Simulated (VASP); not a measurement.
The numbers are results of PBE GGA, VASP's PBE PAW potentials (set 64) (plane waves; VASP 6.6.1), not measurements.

Input for VASP

File KPOINTS:
```
kpoints
0
gamma
 8 8 8
```

**POSCAR**
```
NiO
1
    4.1800000000     2.0900000000     2.0900000000
    2.0900000000     4.1800000000     2.0900000000
    2.0900000000     2.0900000000     4.1800000000
Ni O
2 2
Direct
  0.0000000000   0.0000000000   0.0000000000
  0.5000000000   0.5000000000   0.5000000000
  0.2500000000   0.2500000000   0.2500000000
  0.7500000000   0.7500000000   0.7500000000
```

INCAR:
```
SYSTEM  =  NiO
PREC  =  Accurate; ENCUT  =  520; LREAL  =  .False.
LASPH  =  .True.; NBANDS  =  18
EDIFF  =  1E-6; NELM  =  100; ALGO  =  Normal
LMAXMIX  =  4
ISMEAR  =  0; SIGMA  =  0.05
GGA  =  PE
MAGMOM  =  2.0 -2.0 0.0 0.0
ISPIN  =  2
ISIF  =  2
LWAVE  =  .False.; LCHARG  =  .False.; LORBIT  =  10
```

POTCAR, in this order: Ni O (PBE.64 set). Program: vasp_std.

**Question.** Estimate the energy per atom (σ→0), cell moment, pressure.

**Answer.** 
```json
{
 "energy per atom (σ→0)": "-5.871 eV/atom",
 "cell_moment": "0.00 μB",
 "pressure": "1.65 GPa"
}
```

File OSZICAR:
```
...
DAV:  11    -0.234846048894E+02    0.96460E-03   -0.86637E-03  6160   0.256E+00    0.138E-01
DAV:  12    -0.234849331960E+02   -0.32831E-03   -0.31215E-03  6686   0.675E-01    0.766E-02
DAV:  13    -0.234849023666E+02    0.30829E-04   -0.16992E-04  6598   0.162E-01    0.335E-02
DAV:  14    -0.234849074439E+02   -0.50773E-05   -0.89422E-05  6858   0.947E-02    0.255E-02
DAV:  15    -0.234849060588E+02    0.13852E-05   -0.68415E-06  4636   0.417E-02    0.131E-02
DAV:  16    -0.234849055557E+02    0.50304E-06   -0.10095E-05  5136   0.410E-02    0.178E-03
DAV:  17    -0.234849056024E+02   -0.46641E-07   -0.47589E-07  2566   0.104E-02
   1 F= -.23484906E+02 E0= -.23484906E+02  d E =-.847606E-14  mag=     0.0000
```

The compound is NiO in the rock salt, AFM-II order structure. The cell was not relaxed at this level. The run is one of a series of settings (NBANDS = 18 against the base run), some of them coarse on purpose.
